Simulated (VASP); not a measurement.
An input for Quantum ESPRESSO's pw.x (written as the equivalent of a VASP run, and not itself run):

```
&CONTROL
  calculation = 'vc-relax'
  pseudo_dir = './pseudo'
  outdir = './out'
  tprnfor = .true.
  tstress = .true.
  nstep = 40
  forc_conv_thr = 0.00039
/
&SYSTEM
  ibrav = 0
  nat = 2
  ntyp = 2
  ecutwfc = 82
  occupations = 'smearing'
  smearing = 'gaussian'
  degauss = 0.003675
  input_dft = 'pbe'
/
&ELECTRONS
  conv_thr = 7.3e-09
  electron_maxstep = 100
/
&IONS
/
&CELL
  press = 50
/
ATOMIC_SPECIES
  Ag 107.868 Ag.upf
  I 126.904 I.upf
CELL_PARAMETERS angstrom
     0.0000000    3.3075802    3.3075802
     3.3075802    0.0000000    3.3075802
     3.3075802    3.3075802    0.0000000
ATOMIC_POSITIONS crystal
  Ag   1.0000000  0.0000000  0.0000000
  I    0.2500000  0.2500000  0.2500000
K_POINTS automatic
  6 6 6 0 0 0
```

Q: Write the VASP files for the same calculation (PBE).

A: One answer among several that fit: 
File KPOINTS:
```
Automatic mesh
0
Gamma
6 6 6
0 0 0
```

POSCAR:
```
AgI
1
    0.0000000000     3.3075802474     3.3075802474
    3.3075802474     0.0000000000     3.3075802474
    3.3075802474     3.3075802474     0.0000000000
Ag I
1 1
Direct
  1.0000000000   0.0000000000   0.0000000000
  0.2500000000   0.2500000000   0.2500000000
```

### INCAR
```
SYSTEM = AgI
PREC = Accurate; ENCUT = 480; LREAL = F
LASPH = T
EDIFF = 1E-7; NELM = 100; ALGO = Normal
LMAXMIX = 4
ISMEAR = 0; SIGMA = 0.05
GGA = PE
IBRION = 2; NSW = 40; ISIF = 3
EDIFFG = -0.01; PSTRESS = 50
LWAVE = F; LCHARG = F
```

POTCAR, in this order: Ag I (PBE.64 set). Program: vasp_std.

The two are equivalent in intent, not identical: the potentials are each code's own (VASP's PAW set, PseudoDojo norm-conserving files in pw.x), so ENCUT and ecutwfc are chosen apart and not converted; conv_thr bounds pw.x's estimated SCF error, while EDIFF bounds the energy change between steps; forc_conv_thr acts on force components and is met together with etot_conv_thr.

The compound is AgI in the zinc blende structure, whereas wurtzite is the usual form. This run relaxes it under an external pressure of 5 GPa. Symmetry was kept, so distortions that lower it aren't found.
